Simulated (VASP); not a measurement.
Crystal: Y3Ge.

```
Y Ge
1.0
    -2.26539    2.26539    5.19702
     2.26539   -2.26539    5.19702
     2.26539    2.26539   -5.19702
Y Ge
3 1
Direct
  0.50000 0.50000 0.00000
  0.25000 0.75000 0.50000
  0.75000 0.25000 0.50000
  0.00000 0.00000 0.00000
```

The cell comes from a database or a generator and needn't be the stable form of this composition.

```yaml
Program: VASP 6.6.1
Task: relaxation of cell and atoms
Functional: PBEsol
Potentials_or_basis: VASP PAW PBE potentials, release 64 (Y_sv, Ge_d)
Cutoff: 600 eV
k_mesh: 6 × 6 × 6
Occupations: fermi-dirac, width 0.05 eV
Spin: no spin polarisation
```

At the start: pressure -2.8 GPa; volume 26.67 Å³/atom.

Question: How do energy, volume and symmetry change on relaxing?

Answer: Over 5 steps the energy falls by 14.0 meV/atom and the volume is 25.14 Å³/atom (-5.8 %); space group I4/mmm (No. 139, to 0.05 Å).

Step by step:
| step | energy change (eV) | largest force (eV/Å) | pressure (GPa) | volume (Å³) |
| --- | --- | --- | --- | --- |
| 1 | 0.0000 | 0.0000 | -2.80 | 106.68 |
| 2 | -0.0508 | 0.0000 | 0.66 | 99.65 |
| 3 | -0.0532 | 0.0000 | 0.01 | 100.82 |
| 4 | -0.0546 | 0.0000 | 0.00 | 100.74 |
| 5 | -0.0558 | 0.0000 | -0.04 | 100.55 |

Final structure:
```yaml
crystal:
  lattice:
    - [-2.23521, 2.23521, 5.03118]
    - [2.23521, -2.23521, 5.03118]
    - [2.23521, 2.23521, -5.03118]
  atoms:
    - { symbol: Y, position: [0.50000, 0.50000, 0.00000] }
    - { symbol: Y, position: [0.25000, 0.75000, 0.50000] }
    - { symbol: Y, position: [0.75000, 0.25000, 0.50000] }
    - { symbol: Ge, position: [0.00000, 0.00000, 0.00000] }
```

Caveat: the PAW data sets were made with another functional, which shifts forces and pressure a little.
